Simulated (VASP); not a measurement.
Given:

```yaml
crystal:
  lattice:
    - [0.00000, 2.35735, 2.35735]
    - [2.35735, 0.00000, 2.35735]
    - [2.35735, 2.35735, 0.00000]
  atoms:
    - { symbol: Mg, position: [0.00000, 0.00000, 0.00000] }
    - { symbol: H, position: [0.25000, 0.25000, 0.25000] }
    - { symbol: H, position: [0.75000, 0.75000, 0.75000] }
```

Level of theory: PBEsol GGA, VASP's PBE PAW potentials (set 64) (plane waves; VASP 6.6.1). Numerical set-up: 400 eV cut-off, 13×13×13 Γ-centred mesh, tetrahedra with Blöchl corrections, potentials Mg H.

### Question
What does the run give for the energy per atom (σ→0), band gap (on the k-mesh) with the smallest direct gap where there is one?

### Answer

```json
{
  "band gap (on the k-mesh)": "none (metal, semimetal or under 0.01 eV)",
  "energy per atom (σ→0)": "-2.865 eV/atom"
}
```

Only differences to runs with the same potentials and settings are physical.

The structure was generated: MgH2 was put into the fluorite type (Fm-3m), which need not be its known phase. It was relaxed first, which changed the volume by -6 %.
